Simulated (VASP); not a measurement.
Set up this calculation in VASP 6.6.1, as the native input.

```yaml
Task: single point
Functional: LDA
Potentials_or_basis: VASP PAW LDA potentials, release 64 (Tl_d, Mo_sv, S)
Cutoff: 520 eV
k_mesh: 6 × 6 × 6
Occupations: gaussian, width 0.05 eV
Spin: collinear spin, ferromagnetic start
Starting_moments: "[0.0, 1.0, 0.0, 0.0] μB"
Fixed_moment: 3 μB
Hubbard_terms: Mo d U = 3 eV
Further_INCAR_settings: ALGO = Normal; EDIFF = 1e-06; NBANDS = 32
```

The structure of TlMoS2 lies in POSCAR:

```
TlMoS2
1.0
    1.9371054200      1.1183883400      7.0324318700
   -1.9371054200      1.1183883400      7.0324318700
    0.0000000000     -2.2367766700      7.0324318700
Tl Mo S
1 1 2
Direct
    0.5000000000      0.5000000000      0.5000000000
    0.0000000000      0.0000000000      0.0000000000
    0.2667000000      0.2667000000      0.2667000000
    0.7333000000      0.7333000000      0.7333000000
```

The cell comes from a database or a generator and needn't be the stable form of this composition.

These files were run (other wordings do the same):

INCAR

```
SYSTEM = TlMoS2
PREC = Accurate ; ENCUT = 520
EDIFF = 1E-6 ; ISMEAR = 0
SIGMA = 0.05 ; LREAL = .FALSE.
LASPH = .TRUE. ; NELM = 100
ALGO = Normal ; ISIF = 2
LWAVE = .FALSE. ; LCHARG = .FALSE.
ISPIN = 2 ; MAGMOM = 0 1 0 0
LORBIT = 11 ; NUPDOWN = 3
LMAXMIX = 4 ; LDAU = .TRUE.
LDAUTYPE = 2 ; LDAUL = -1 2 -1
LDAUU = 0 3 0 ; LDAUJ = 0 0 0
LDAUPRINT = 1 ; GGA = CA
NBANDS = 32
```

KPOINTS

```
Automatic mesh
0
G
  6 6 6
  0 0 0
```

Potentials or basis: VASP PAW LDA potentials, release 64 (Tl_d, Mo_sv, S).

Launch:

```bash
$ cat potpaw_LDA.64/Tl_d/POTCAR potpaw_LDA.64/Mo_sv/POTCAR potpaw_LDA.64/S/POTCAR > POTCAR
$ mpirun -np 1 vasp_std > vasp.out
```

Results of the run:

```yaml
Pressure: -7.1 GPa
Largest_force: 1.196 eV/Å
Net_moment: 3.00 μB per cell
Site_moments: Tl -0.01; Mo +2.65; S -0.01 μB
Valence_electrons_inside_the_program's_atomic_spheres: Tl 11.16; Mo 12.02; S 3.68
```

Caveat: the moment is held away from its start; the total moment is fixed, so each spin has its own Fermi level; forces of over 1 eV/Å show positions far from the minimum, so gaps and moduli don't describe the material at rest.

Run time: 4.9 min on 1 thread of Intel(R) Xeon(R) Platinum 8488C (Sapphire Rapids), with other jobs on the host, peak memory 0.43 GiB.
